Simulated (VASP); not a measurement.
Level of theory: PBE GGA, VASP's PBE PAW potentials (set 64) (plane waves; VASP 6.6.1).

The input files of a VASP run:

### INCAR
```
# general
SYSTEM  = Dy
PREC    = Accurate
ENCUT   = 400
LREAL   = .False.
LASPH   = .True.

# electronic loop
EDIFF   = 1E-6
NELM    = 100
ALGO    = Normal
LMAXMIX = 6

# smearing
ISMEAR  = 1
SIGMA   = 0.1

# functional
GGA     = PE

# ions
ISIF    = 2

# output
LWAVE   = .False.
LCHARG  = .False.
```

**POSCAR**
```
Dy
1
    1.7950000000    -3.1090310000     0.0000000000
    1.7950000000     3.1090310000     0.0000000000
    0.0000000000     0.0000000000     5.6500000000
Dy
2
Direct
  0.3333330000   0.6666670000   0.2500000000
  0.6666670000   0.3333330000   0.7500000000
```

### KPOINTS
```
Automatic mesh
0
Gamma
17 17 9
0 0 0
```

POTCAR, in this order: Dy_3 (PBE.64 set). Program: vasp_std.

The 4f electrons are frozen in the core of the lanthanide potential, so 4f levels, which can set the real gap, and their magnetism are missing. Gaps are read on the run's mesh, which can miss a band edge.

Q: Estimate the energy per atom (σ→0), band gap (on the k-mesh).

A: 
The energy per atom (σ→0) comes out as -4.531 eV/atom. The band gap (on the k-mesh) is none (metal, semimetal or under 0.01 eV).

### OSZICAR
```
...
DAV:   5    -0.905309073188E+01   -0.40825E-02   -0.40207E-02  6344   0.102E+00    0.240E+01
DAV:   6    -0.905467106422E+01   -0.15803E-02   -0.23014E-02  6528   0.141E+00    0.144E+01
DAV:   7    -0.906323372315E+01   -0.85627E-02   -0.42358E-02  6528   0.194E+00    0.237E-01
DAV:   8    -0.906292776036E+01    0.30596E-03   -0.23781E-03  5510   0.406E-01    0.626E-02
DAV:   9    -0.906294035386E+01   -0.12594E-04   -0.21633E-04  5416   0.134E-01    0.316E-02
DAV:  10    -0.906293380485E+01    0.65490E-05   -0.32397E-05  5634   0.461E-02    0.364E-02
DAV:  11    -0.906293476735E+01   -0.96250E-06   -0.32354E-06  5055   0.153E-02
   1 F= -.90629348E+01 E0= -.90621232E+01  d E =-.243462E-02
```

The compound is Dy in the hcp structure. The cell was not relaxed at this level. The run is one of a series of settings (KPOINTS 17×17×9 Γ-centred mesh against the base run), some of them coarse on purpose.
